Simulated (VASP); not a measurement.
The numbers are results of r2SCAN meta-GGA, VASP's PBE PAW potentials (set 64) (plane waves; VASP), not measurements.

A VASP calculation is set up with these files.

**INCAR**
```
SYSTEM = CoAl
PREC = Accurate
ENCUT = 400
EDIFF = 1E-6
NELM = 100
ALGO = Normal
LREAL = .FALSE.
LASPH = .TRUE.
ISMEAR = 1
SIGMA = 0.1
METAGGA = R2SCAN
LMIXTAU = .TRUE.
LMAXMIX = 4
ISPIN = 2
MAGMOM = 3.0 3.0 0.0 0.0
LORBIT = 10
LWAVE = .FALSE.
LCHARG = .FALSE.
IBRION = 2
ISIF = 3
NSW = 60
EDIFFG = -0.02
```

File POSCAR:
```
CoAl
1
    4.0092888975     0.0000000000     0.0000000000
   -2.0046444487     3.4721458995    -0.0000000000
    0.0000000000    -0.0000000000     4.5857372513
Co Al
2 2
Direct
  0.3333330000   0.6666670000   0.9373949402
  0.6666670000   0.3333330000   0.4373949402
  0.3333330000   0.6666670000   0.4376050598
  0.6666670000   0.3333330000   0.9376050598
```

KPOINTS:
```
Automatic mesh
0
Gamma
8 8 6
0 0 0
```

POTCAR, in this order: Co Al (PBE.64 set). Program: vasp_std.

The run wrote:

File OUTCAR:
```
 ion  position               nearest neighbor table
   1  0.333  0.667  0.937-   3 2.29   3 2.29   4 2.31   4 2.31   4 2.31
   2  0.667  0.333  0.437-   4 2.29   4 2.29   3 2.31   3 2.31   3 2.31
   3  0.333  0.667  0.438-   1 2.29   1 2.29   2 2.31   2 2.31   2 2.31   4 3.26   4 3.26   4 3.26
                             4 3.26   4 3.26   4 3.26
   4  0.667  0.333  0.938-   2 2.29   2 2.29   1 2.31   1 2.31   1 2.31   3 3.26   3 3.26   3 3.26
                             3 3.26   3 3.26   3 3.26
  LATTYP: Found a hexagonal cell.
 ALAT       =     4.0092888975
 C/A-ratio  =     1.1437782032
 Subroutine PRICEL returns:
 Original cell was already a primitive cell.
 Subroutine GETGRP returns: Found 12 space group operations
The static configuration has the point symmetry C_3v.
 The point group associated with its full space group is C_6v.
The dynamic configuration has the point symmetry C_3v.
The overall configuration has the point symmetry C_3v.
 Subroutine INISYM returns: Found 12 space group operations
 Subroutine IBZKPT returns following result:
 Found     40 irreducible k-points:

 Following reciprocal coordinates:
            Coordinates               Weight
  0.000000  0.000000  0.000000      1.000000
  0.125000 -0.000000  0.000000      6.000000
...
```

### OSZICAR
```
       N       E                     dE             d eps       ncg     rms          rms(c)
DAV:   1     0.886712214597E+02    0.88671E+02   -0.91319E+03  3040   0.111E+03
DAV:   2    -0.381319386216E+02   -0.12680E+03   -0.12048E+03  3052   0.245E+02
DAV:   3    -0.429671463939E+02   -0.48352E+01   -0.47074E+01  3582   0.618E+01
DAV:   4    -0.430621404231E+02   -0.94994E-01   -0.94860E-01  3549   0.789E+00
DAV:   5    -0.430661930310E+02   -0.40526E-02   -0.40524E-02  3964   0.161E+00    0.185E+01
DAV:   6    -0.484238975691E+02   -0.53577E+01   -0.77668E+01  3301   0.159E+02    0.370E+01
DAV:   7    -0.376746413899E+02    0.10749E+02   -0.34658E+01  3283   0.881E+01    0.611E+00
DAV:   8    -0.376700330571E+02    0.46083E-02   -0.25178E+00  3897   0.191E+01    0.266E+00
DAV:   9    -0.377235522415E+02   -0.53519E-01   -0.11101E-01  3325   0.315E+00    0.207E+00
DAV:  10    -0.377169222579E+02    0.66300E-02   -0.26521E-02  3805   0.204E+00    0.766E-01
DAV:  11    -0.377194964966E+02   -0.25742E-02   -0.97580E-03  3347   0.826E-01    0.336E-01
DAV:  12    -0.377209157998E+02   -0.14193E-02   -0.22247E-03  3310   0.461E-01    0.177E-01
DAV:  13    -0.377210046923E+02   -0.88892E-04   -0.46394E-04  3933   0.213E-01    0.598E-02
DAV:  14    -0.377210593187E+02   -0.54626E-04   -0.17041E-04  3492   0.133E-01    0.236E-02
DAV:  15    -0.377210767763E+02   -0.17458E-04   -0.31342E-05  3326   0.487E-02    0.102E-02
DAV:  16    -0.377210759864E+02    0.78992E-06   -0.37316E-06  3282   0.243E-02
   1 F= -.37721076E+02 E0= -.37720076E+02  d E =-.377211E+02  mag=     1.8543
       N       E                     dE             d eps       ncg     rms          rms(c)
DAV:   1    -0.392708720380E+02   -0.15498E+01   -0.14229E+01  3326   0.597E+01    0.122E+01
DAV:   2    -0.427828911019E+02   -0.35120E+01   -0.51259E+01  3610   0.969E+01    0.193E+01
DAV:   3    -0.376722229299E+02    0.51107E+01   -0.16086E+01  3538   0.635E+01    0.216E+00
DAV:   4    -0.377375178531E+02   -0.65295E-01   -0.54907E-01  3164   0.599E+00    0.151E+00
DAV:   5    -0.377469912320E+02   -0.94734E-02   -0.71724E-02  4165   0.285E+00    0.876E-01
DAV:   6    -0.377537838564E+02   -0.67926E-02   -0.16118E-02  3883   0.159E+00    0.448E-01
DAV:   7    -0.377538842379E+02   -0.10038E-03   -0.14865E-02  3646   0.152E+00    0.325E-01
DAV:   8    -0.377544029576E+02   -0.51872E-03   -0.31676E-03  3759   0.784E-01    0.185E-01
DAV:   9    -0.377546005538E+02   -0.19760E-03   -0.28230E-04  3513   0.190E-01    0.652E-02
DAV:  10    -0.377546469383E+02   -0.46384E-04   -0.85119E-05  3821   0.107E-01    0.189E-02
DAV:  11    -0.377546421772E+02    0.47610E-05   -0.13916E-05  3263   0.330E-02    0.130E-02
DAV:  12    -0.377546430159E+02   -0.83869E-06   -0.21325E-06  2102   0.208E-02
   2 F= -.37754643E+02 E0= -.37753920E+02  d E =-.335670E-01  mag=     2.0960
       N       E                     dE             d eps       ncg     rms          rms(c)
DAV:   1    -0.378306249622E+02   -0.75983E-01   -0.71796E-01  3369   0.131E+01    0.250E+00
DAV:   2    -0.379657838620E+02   -0.13516E+00   -0.15140E+00  3422   0.206E+01    0.446E+00
DAV:   3    -0.377574876029E+02    0.20830E+00   -0.68177E-01  3371   0.141E+01    0.340E-01
DAV:   4    -0.377590002058E+02   -0.15126E-02   -0.18198E-02  3211   0.901E-01    0.296E-01
DAV:   5    -0.377579512192E+02    0.10490E-02   -0.96724E-04  4358   0.456E-01    0.949E-02
DAV:   6    -0.377579120047E+02    0.39215E-04   -0.23566E-04  4492   0.165E-01    0.295E-02
DAV:   7    -0.377579126054E+02   -0.60077E-06   -0.21820E-05  3421   0.470E-02    0.193E-02
DAV:   8    -0.377579076501E+02    0.49554E-05   -0.53185E-06  3289   0.300E-02    0.723E-03
DAV:   9    -0.377579088387E+02   -0.11886E-05   -0.10144E-06  1739   0.111E-02    0.220E-03
DAV:  10    -0.377579086992E+02    0.13951E-06   -0.37450E-07  1577   0.107E-02
   3 F= -.37757909E+02 E0= -.37757084E+02  d E =-.368327E-01  mag=     2.0896
       N       E                     dE             d eps       ncg     rms          rms(c)
DAV:   1    -0.377648151314E+02   -0.69063E-02   -0.17076E-01  3356   0.372E+00    0.588E-01
DAV:   2    -0.377663713973E+02   -0.15563E-02   -0.60572E-02  3353   0.416E+00    0.773E-01
DAV:   3    -0.377592148031E+02    0.71566E-02   -0.26101E-02  3370   0.281E+00    0.193E-01
DAV:   4    -0.377586341127E+02    0.58069E-03   -0.17011E-03  3707   0.366E-01    0.965E-02
DAV:   5    -0.377586050202E+02    0.29093E-04   -0.18755E-04  3660   0.184E-01    0.232E-02
DAV:   6    -0.377586024953E+02    0.25249E-05   -0.33928E-05  4228   0.771E-02    0.788E-03
DAV:   7    -0.377586044505E+02   -0.19551E-05   -0.47128E-06  3111   0.286E-02    0.450E-03
DAV:   8    -0.377586047612E+02   -0.31072E-06   -0.63264E-07  1577   0.906E-03
   4 F= -.37758605E+02 E0= -.37757807E+02  d E =-.696062E-03  mag=     2.0899
       N       E                     dE             d eps       ncg     rms          rms(c)
DAV:   1    -0.377594312948E+02   -0.82684E-03   -0.17428E-02  3362   0.118E+00    0.186E-01
DAV:   2    -0.377595666379E+02   -0.13534E-03   -0.59754E-03  3356   0.131E+00    0.246E-01
DAV:   3    -0.377588647874E+02    0.70185E-03   -0.26059E-03  3381   0.889E-01    0.617E-02
DAV:   4    -0.377588062478E+02    0.58540E-04   -0.16699E-04  3684   0.113E-01    0.292E-02
DAV:   5    -0.377588019981E+02    0.42497E-05   -0.20710E-05  3625   0.613E-02    0.771E-03
DAV:   6    -0.377588007395E+02    0.12586E-05   -0.26610E-06  2196   0.213E-02    0.217E-03
DAV:   7    -0.377588003022E+02    0.43732E-06   -0.57440E-07  1540   0.102E-02
   5 F= -.37758800E+02 E0= -.37758000E+02  d E =-.891603E-03  mag=     2.0899
```

File OUTCAR:
```
------------------------ aborting loop because EDIFF is reached ----------------------------------------
  FORCE on cell =-STRESS in cart. coord.  units (eV):
  Direction    XX          YY          ZZ          XY          YZ          ZX
  --------------------------------------------------------------------------------------
  Total       -0.0046835     -0.0046835     -0.0067065     -0.0000000      0.0000000      0.0000000
  in kB       -0.1122226     -0.1122226     -0.1606974     -0.0000000      0.0000000      0.0000000
  external PRESSURE =      -0.1283809 kB  Pullay stress =       0.0000000 kB
  volume of cell :       66.86
      direct lattice vectors                 reciprocal lattice vectors
     4.074814640  0.000000000 -0.000000000     0.245409936  0.141687498  0.000000000
    -2.037407320  3.528892850 -0.000000000    -0.000000000  0.283374997  0.000000000
    -0.000000000 -0.000000000  4.649975734    -0.000000000  0.000000000  0.215054886
 POSITION                                       TOTAL-FORCE (eV/Angst)
 -----------------------------------------------------------------------------------
     -0.00000      2.35260      4.35946         0.000000     -0.000000     -0.000312
      2.03741      1.17630      2.03447         0.000000      0.000000     -0.000312
     -0.00000      2.35260      2.03425         0.000000     -0.000000      0.000312
      2.03741      1.17630      4.35924        -0.000000     -0.000000      0.000312
 -----------------------------------------------------------------------------------
    total drift:                               -0.000128      0.000074     -0.011290
  FREE ENERGIE OF THE ION-ELECTRON SYSTEM (eV)
  ---------------------------------------------------
  free  energy   TOTEN  =       -37.7588003022 eV

  energy  without entropy=      -37.7563995900  energy(sigma->0) =      -37.75800006

 total charge

# of ion       s       p       d       tot
------------------------------------------
    1        0.498   0.387   7.438   8.323
    2        0.498   0.387   7.438   8.323
    3        0.466   0.406   0.000   0.872
    4        0.466   0.406   0.000   0.872
--------------------------------------------------
tot          1.927   1.587  14.875  18.389

 magnetization (x)

# of ion       s       p       d       tot
------------------------------------------
    1        0.043  -0.015   1.217   1.245
    2        0.043  -0.015   1.217   1.245
    3       -0.011  -0.040   0.000  -0.052
    4       -0.011  -0.040   0.000  -0.052
--------------------------------------------------
tot          0.063  -0.110   2.435   2.387

 reached required accuracy - stopping structural energy minimisation
```
(Selected blocks of OUTCAR.)

CONTCAR:
```
CoAl
   1.00000000000000
     4.0748146397967977    0.0000000000009481   -0.0000000000000000
    -2.0374073198467602    3.5288928501992629   -0.0000000000000000
    -0.0000000000000000   -0.0000000000000000    4.6499757341751184
  Co              Al
     2     2
Direct
     0.3333330000000032    0.6666669999999968    0.9375235614769931
     0.6666669999999968    0.3333330000000032    0.4375235614769932
     0.3333330000000032    0.6666669999999968    0.4374764385230068
     0.6666669999999968    0.3333330000000032    0.9374764385230069
```

Energy and stress use the plane-wave basis of the starting cell.

The structure was generated: CoAl was put into the wurtzite type (P6_3mc), which need not be its known phase. This run relaxes it. It ends in space group P6_3/mmc. Symmetry was kept, so distortions that lower it aren't found. The start is the result of an earlier pass.
